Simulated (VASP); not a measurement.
# LaBiS2O: structure and properties in VASP, part 3 of 7

Wanted: the relaxed cell of LaBiS2O and its properties. The start is a computed cell from the Materials Project.

VASP 6.6.1, plane waves and PAW; the level of theory is named at each step.

So far. Step 2 (Relaxing cell and atoms (r2SCAN)): It ends with a largest force of 0.009 eV/Å and a pressure of -0.03 GPa. Step 3 (Second relaxation): It ends with a largest force of 0.009 eV/Å and a pressure of -0.03 GPa. The volume moved by under 0.01 %: the run met its threshold at the first step. The relaxed cell has a = 4.041, c = 14.126 Å (conventional setting).

## Step 4: Density, ELF and potential (r2SCAN)

Level of this step: r2SCAN; plane waves and PAW (La, Bi_d, S, O) (VASP).

A single point on the relaxed cell gives a clean self-consistent state, with density, ELF and potential written out.

INCAR

```
SYSTEM = LaBiS2O
PREC = Accurate
ENCUT = 520
EDIFF = 1E-06
NELM = 100
ISMEAR = 0
SIGMA = 0.05
LREAL = .FALSE.
ALGO = Normal
METAGGA = R2SCAN
LASPH = .TRUE.
NBANDS = 54
LORBIT = 11
LWAVE = .FALSE.
LCHARG = .TRUE.
ISIF = 2
LELF = .TRUE.
LVHAR = .TRUE.
```

POSCAR

```
LaBiS2O
1.0
    4.0408216444      0.0000000000      0.0000000000
    0.0000000000      4.0408216444      0.0000000000
    0.0000000000      0.0000000000     14.1264444717
La Bi S O
2 2 4 2
Direct
    0.5000000000      0.0000000000      0.5884187759
    0.0000000000      0.5000000000      0.4115812241
    0.0000000000      0.5000000000      0.8679425451
    0.5000000000      0.0000000000      0.1320574549
    0.5000000000      0.0000000000      0.8900394487
    0.0000000000      0.5000000000      0.1099605513
    0.0000000000      0.5000000000      0.6914764398
    0.5000000000      0.0000000000      0.3085235602
    0.0000000000      0.0000000000      0.5000000000
    0.5000000000      0.5000000000      0.5000000000
```

KPOINTS

```
Automatic mesh
0
Gamma
6 6 2
0 0 0
```

PAW data sets: La, Bi_d, S and O (PBE family, release 64).

Command:

```console
> mpirun -np 8 vasp_std
```

Output:

```text
[banner, memory and clock lines left out]
running    8 mpi-ranks, on    1 nodes
 distrk:  each k-point on    8 cores,    1 groups
 distr:  one band on    1 cores,    8 groups

 POSCAR found type information on POSCAR LaBiS O
 POSCAR found :  4 types and      10 ions
 [... a notice as in an earlier step ...]

 [... a notice as in an earlier step ...]

 LDA part: xc-table for (None), standard interpolation
|                                                                             |
|           W    W    AA    RRRRR   N    N  II  N    N   GGGG   !!!           |
|           W    W   A  A   R    R  NN   N  II  NN   N  G    G  !!!           |
|           W    W  A    A  R    R  N N  N  II  N N  N  G       !!!           |
|           W WW W  AAAAAA  RRRRR   N  N N  II  N  N N  G  GGG   !            |
|           WW  WW  A    A  R   R   N   NN  II  N   NN  G    G                |
|           W    W  A    A  R    R  N    N  II  N    N   GGGG   !!!           |
|                                                                             |
|     The number of bands has been changed from the values supplied in        |
|     The orbitals not found in the WAVECAR file will be initialized with     |
|     random numbers, which is usually adequate. For correlated               |
|     calculations, however, you should redo the groundstate calculation.     |
|     I found NBANDS = 54. Now, NBANDS = 56.                                  |
|                                                                             |

 POSCAR, INCAR and KPOINTS ok, starting setup
 FFT: planning ... GRIDC
 FFT: planning ... GRID_SOFT
 FFT: planning ... GRID
 WAVECAR not read
 entering main loop
       N       E                     dE             d eps       ncg     rms          rms(c)
DAV:   1     0.933550739078E+03    0.93355E+03   -0.37743E+04  2304   0.213E+03
DAV:   2     0.288055834569E+02   -0.90475E+03   -0.83448E+03  2424   0.490E+02
DAV:   3    -0.231551714295E+03   -0.26036E+03   -0.24818E+03  3216   0.256E+02
DAV:   4    -0.268049640278E+03   -0.36498E+02   -0.34954E+02  3552   0.893E+01
DAV:   5    -0.271141499141E+03   -0.30919E+01   -0.30381E+01  4072   0.275E+01    0.158E+01
DAV:   6    -0.239501791856E+03    0.31640E+02   -0.32608E+01  3472   0.344E+01    0.898E+00
DAV:   7    -0.240099438165E+03   -0.59765E+00   -0.11271E+01  3976   0.154E+01    0.657E+00
DAV:   8    -0.240274871159E+03   -0.17543E+00   -0.41099E+00  3728   0.108E+01    0.324E+00
DAV:   9    -0.240070752931E+03    0.20412E+00   -0.12262E+00  3848   0.607E+00    0.969E-01
DAV:  10    -0.240102852930E+03   -0.32100E-01   -0.57953E-01  3624   0.305E+00    0.920E-01
DAV:  11    -0.240101177623E+03    0.16753E-02   -0.39766E-02  3872   0.123E+00    0.694E-01
DAV:  12    -0.240098811473E+03    0.23662E-02   -0.47259E-02  3576   0.951E-01    0.263E-01
DAV:  13    -0.240100090669E+03   -0.12792E-02   -0.91169E-03  3488   0.490E-01    0.183E-01
DAV:  14    -0.240099717727E+03    0.37294E-03   -0.15174E-03  4280   0.214E-01    0.106E-01
DAV:  15    -0.240100936794E+03   -0.12191E-02   -0.14025E-02  3608   0.523E-01    0.980E-02
DAV:  16    -0.240099570990E+03    0.13658E-02   -0.11652E-02  3920   0.553E-01    0.527E-02
DAV:  17    -0.240100191967E+03   -0.62098E-03   -0.18461E-03  3544   0.244E-01    0.727E-02
DAV:  18    -0.240106347273E+03   -0.61553E-02   -0.33398E-02  3616   0.778E-01    0.224E-01
DAV:  19    -0.240099191317E+03    0.71560E-02   -0.41769E-02  3632   0.991E-01    0.803E-02
DAV:  20    -0.240099534112E+03   -0.34279E-03   -0.39827E-03  4400   0.227E-01    0.511E-02
DAV:  21    -0.240099523461E+03    0.10651E-04   -0.65179E-04  4240   0.875E-02    0.406E-02
DAV:  22    -0.240099527161E+03   -0.36993E-05   -0.10520E-04  4304   0.354E-02    0.403E-02
DAV:  23    -0.240099519066E+03    0.80947E-05   -0.25908E-05  3792   0.182E-02    0.426E-02
DAV:  24    -0.240099507812E+03    0.11254E-04   -0.10592E-05  3544   0.133E-02    0.474E-02
DAV:  25    -0.240099503302E+03    0.45102E-05   -0.30715E-06  2296   0.766E-03    0.489E-02
DAV:  26    -0.240099501474E+03    0.18283E-05   -0.59325E-07  1824   0.558E-03    0.494E-02
DAV:  27    -0.240099505151E+03   -0.36771E-05   -0.15314E-07  1600   0.445E-03    0.482E-02
DAV:  28    -0.240099438620E+03    0.66531E-04   -0.24340E-05  3720   0.317E-02    0.692E-02
DAV:  29    -0.240099502741E+03   -0.64121E-04   -0.14065E-05  3416   0.274E-02    0.505E-02
DAV:  30    -0.240099519548E+03   -0.16807E-04   -0.77047E-06  3304   0.126E-02    0.446E-02
DAV:  31    -0.240099535344E+03   -0.15795E-04   -0.50091E-06  2680   0.902E-03    0.401E-02
DAV:  32    -0.240099676434E+03   -0.14109E-03   -0.32366E-04  3480   0.678E-02    0.387E-02
DAV:  33    -0.240099639009E+03    0.37425E-04   -0.14532E-04  3752   0.721E-02    0.183E-02
DAV:  34    -0.240099643652E+03   -0.46434E-05   -0.63426E-06  2928   0.120E-02    0.141E-02
DAV:  35    -0.240099663090E+03   -0.19438E-04   -0.62946E-05  3504   0.316E-02    0.891E-03
DAV:  36    -0.240099652328E+03    0.10763E-04   -0.32850E-05  4144   0.186E-02    0.130E-02
DAV:  37    -0.240099652740E+03   -0.41281E-06   -0.14544E-06  2112   0.587E-03
   1 F= -.24009965E+03 E0= -.24009965E+03  d E =-.175413E-12
```

The job ended after 5.3 min (8 MPI ranks of AMD EPYC 7R43, shared host; peak memory 1.7 GiB; 42 min of CPU time).

OUTCAR, selected parts (step 4):

```text
 Found     20 irreducible k-points:

   k-points           NKPTS =     20   k-points in BZ     NKDIM =     20   number of bands    NBANDS=     56

   NELECT =      88.0000    total number of electrons

 E-fermi :   5.3051

 k-point     1 :       0.0000    0.0000    0.0000
  band No.  band energies     occupation
    ...
     40       4.2352      2.00000
     41       4.4799      2.00000
     42       4.4799      2.00000
     43       4.8719      2.00000
     44       4.8719      2.00000
     45       8.9230      0.00000
     46       9.1405      0.00000
     47       9.1672      0.00000
     48       9.4706      0.00000
     49      10.0034      0.00000
    ...

 k-point     2 :       0.1667    0.0000    0.0000
  band No.  band energies     occupation
    ...
     40       3.9197      2.00000
     41       4.3822      2.00000
     42       4.3835      2.00000
     43       4.6985      2.00000
     44       4.7798      2.00000
     45       8.5898      0.00000
     46       9.0087      0.00000
     47       9.0580      0.00000
     48       9.0950      0.00000
     49       9.2992      0.00000
    ...

  Total        0.0013915      0.0013915     -0.0514441      0.0000000      0.0000000      0.0000000
  in kB        0.0096657      0.0096657     -0.3573335      0.0000000      0.0000000      0.0000000
  external PRESSURE =      -0.1126674 kB  Pullay stress =       0.0000000 kB

 POSITION                                       TOTAL-FORCE (eV/Angst)
 -----------------------------------------------------------------------------------
      2.02041      0.00000      8.31227         0.000000      0.000000      0.007421
      0.00000      2.02041      5.81418        -0.000000      0.000000     -0.007421
      0.00000      2.02041     12.26094         0.000000      0.000000      0.006708
      2.02041      0.00000      1.86550        -0.000000      0.000000     -0.006708
      2.02041      0.00000     12.57309        -0.000000      0.000000      0.008691
      0.00000      2.02041      1.55335        -0.000000     -0.000000     -0.008691
      0.00000      2.02041      9.76810        -0.000000      0.000000     -0.005927
      2.02041      0.00000      4.35834         0.000000      0.000000      0.005927
      0.00000      0.00000      7.06322        -0.000000      0.000000      0.000000
      2.02041      2.02041      7.06322        -0.000000     -0.000000      0.000000
 -----------------------------------------------------------------------------------
    total drift:                                0.000000     -0.000000      0.000000

  FREE ENERGIE OF THE ION-ELECTRON SYSTEM (eV)
  ---------------------------------------------------
  free  energy   TOTEN  =      -240.0996527404 eV

  energy  without entropy=     -240.0996527404  energy(sigma->0) =     -240.09965274

[... 9 parts as in an earlier step ...]

[... 5 further parts left out ...]
```

Numbers from this step:

```yaml
scf_cycles: 37
bands: 56
free_energy_toten: -240.0997 eV
fermi_energy: 5.305 eV
pressure: -0.01127 GPa
```

Valence electrons inside each PAW sphere by angular momentum. Sphere charges, by row:

| atom | s (e) | p (e) | d (e) | f (e) | tot (e) |
| --- | --- | --- | --- | --- | --- |
| La1 | 1.993 | 5.71 | 0.604 | 0.215 | 8.523 |
| La2 | 1.993 | 5.71 | 0.604 | 0.215 | 8.523 |
| Bi3 | 1.583 | 1.017 | 9.966 | 0 | 12.57 |
| Bi4 | 1.583 | 1.017 | 9.966 | 0 | 12.57 |
| S5 | 1.339 | 2.355 | 0 | 0 | 3.693 |
| S6 | 1.339 | 2.355 | 0 | 0 | 3.693 |
| S7 | 1.325 | 2.432 | 0 | 0 | 3.757 |
| S8 | 1.325 | 2.432 | 0 | 0 | 3.757 |
| O9 | 1.573 | 3.497 | 0 | 0 | 5.07 |
| O10 | 1.573 | 3.497 | 0 | 0 | 5.07 |

Valence density in the ac plane at fractional y = 0.000, with atoms of La and Bi and S and O within 0.2 Å of it. It is the smooth field of the valence electrons, not physical close to the nuclei.

Values in units of 1e0 e/Å³, 24 rows by 14 columns, each cell a mean:
```
0.0 0.0 0.0 0.1 0.2 0.2 0.3 0.4 0.3 0.2 0.1 0.1 0.0 0.0
0.0 0.1 0.1 0.2 0.5 0.9 1.0 1.0 1.0 0.8 0.4 0.2 0.1 0.1
0.1 0.1 0.2 0.4 0.8 1.0 0.5 0.1 0.8 1.0 0.6 0.3 0.1 0.1
0.1 0.1 0.1 0.2 0.5 0.8 1.0 1.0 0.9 0.7 0.4 0.2 0.1 0.1
0.0 0.0 0.1 0.1 0.1 0.2 0.3 0.3 0.3 0.2 0.1 0.1 0.0 0.0
0.0 0.0 0.0 0.0 0.0 0.0 0.0 0.1 0.0 0.0 0.0 0.0 0.0 0.0
0.0 0.0 0.0 0.0 0.0 0.0 0.0 0.0 0.0 0.0 0.0 0.0 0.0 0.0
0.0 0.0 0.0 0.1 0.1 0.2 0.3 0.3 0.2 0.2 0.1 0.1 0.0 0.0
0.0 0.0 0.1 0.2 0.7 1.1 1.4 1.4 1.3 1.0 0.4 0.2 0.1 0.0
0.1 0.1 0.2 0.5 1.3 1.6 0.7 0.2 1.2 1.6 1.0 0.4 0.1 0.1
1.1 0.8 0.5 0.5 1.0 1.5 1.4 1.3 1.5 1.4 0.7 0.5 0.6 0.9
6.2 4.3 1.4 0.6 0.3 0.5 0.7 0.7 0.6 0.4 0.4 0.7 2.4 5.0
4.3 3.0 1.0 0.4 0.1 0.1 0.1 0.1 0.1 0.1 0.2 0.5 1.7 3.5
0.5 0.4 0.2 0.1 0.1 0.1 0.1 0.1 0.1 0.1 0.1 0.1 0.3 0.4
0.1 0.1 0.1 0.1 0.2 0.2 0.3 0.3 0.3 0.2 0.1 0.1 0.1 0.1
0.0 0.1 0.1 0.3 0.6 0.9 0.9 0.9 0.9 0.8 0.4 0.2 0.1 0.1
0.0 0.1 0.2 0.4 0.8 1.1 0.5 0.1 0.8 1.1 0.6 0.3 0.1 0.1
0.0 0.0 0.1 0.2 0.5 0.8 1.0 1.0 0.9 0.7 0.4 0.2 0.1 0.0
0.0 0.0 0.1 0.1 0.3 0.4 0.6 0.6 0.5 0.4 0.2 0.1 0.0 0.0
0.0 0.0 0.1 0.2 0.6 1.3 2.5 2.9 2.1 1.1 0.4 0.2 0.1 0.0
0.1 0.1 0.2 0.4 1.5 4.0 8.0 9.3 6.5 3.2 0.8 0.3 0.1 0.1
0.1 0.1 0.1 0.3 0.9 2.2 4.5 5.1 3.6 1.8 0.6 0.2 0.1 0.1
0.0 0.0 0.1 0.1 0.2 0.4 0.6 0.6 0.5 0.3 0.2 0.1 0.0 0.0
0.0 0.0 0.0 0.0 0.1 0.1 0.1 0.1 0.1 0.1 0.1 0.0 0.0 0.0
```
Columns run along a (4.0 Å), rows up along c (14.1 Å). Atoms in or near the plane, at fractional coordinates: La at (0.50, 0.59), Bi at (0.50, 0.13), S at (0.50, 0.89), S at (0.50, 0.31), O at (0.00, 0.50).

ELF in the ac plane at fractional y = 0.000, with atoms of La and Bi and S and O within 0.2 Å of it. It is the smooth field of the valence electrons, not physical close to the nuclei.

Ten even steps from '_' (0.01) to '@' (0.87), each cell a mean:
```
____..--**%%%%@@%%##++--____
____==##@@@@@@@@@@@@%%**::__
__..++%%@@%%++==**@@@@##--..
__..==##@@@@@@@@@@@@%%**::__
____..--**%%@@@@%%##++::____
__________..::--::..________
____________________________
________..--++++==--..______
______--%%@@@@@@@@@@**::____
......**@@@@++--##@@@@==__..
%%##==--##@@%%%%@@@@**--++##
**%%%%++::==####**--::**@@##
##%%%%**::__________--##@@%%
****==::____....____..::++**
____..::++**######**==::____
__..++%%@@@@%%%%@@@@@@%%--__
__::##@@@@@@++--##@@@@@@++..
__..++##%%@@%%%%%%@@%%##--__
____..--==++******++==::____
____..::==++======++--::____
____::==++----++::==++--..__
____::==**++======**++--..__
______::==++******++--..____
________....::::....________
```
Columns run along a (4.0 Å), rows up along c (14.1 Å). Atoms in or near the plane, at fractional coordinates: La at (0.50, 0.59), Bi at (0.50, 0.13), S at (0.50, 0.89), S at (0.50, 0.31), O at (0.00, 0.50).

Electrostatic potential energy in the ac plane at fractional y = 0.000, with atoms of La and Bi and S and O within 0.2 Å of it. With pseudopotentials it is smooth inside the atoms' cores, unlike the true potential.

Ten even steps from '0' (-94 eV) to '9' (5 eV), each cell a mean:
```
99999999999999
99998743579999
99997300148999
99999754589999
99999999999999
99999999999999
99999999999999
99999988899999
99997643468999
99985100027899
89986311247999
45899877889975
56999999999986
99999999999999
99999999999999
99998743579999
99997300149999
99999754689999
99999988899999
99997533468999
99985100026899
99986311247999
99999887889999
99999999999999
```
Columns run along a (4.0 Å; values clipped at the 3rd and 97th percentile), rows up along c (14.1 Å). Atoms in or near the plane, at fractional coordinates: La at (0.50, 0.59), Bi at (0.50, 0.13), S at (0.50, 0.89), S at (0.50, 0.31), O at (0.00, 0.50).

In this run the pressure is -0.01 GPa, small enough to go on.

(Continued in part 4 of 7.)

[Lines on the potential files, build, host, timing and source positions are cut from VASP's logs without a mark.]

[Logs are printed without paths, hosts, clocks, repeated set-up lines and the standing remarks that a program may print on its own settings, such as how far it seeks lower states.]

[Hosts, paths, dates, database ids (printed as entryN), source tags and the programs' standing remarks are cut or masked in the printed files.]

[A measured line is paired with the nearest computed mode of its activity, which favours agreement.]
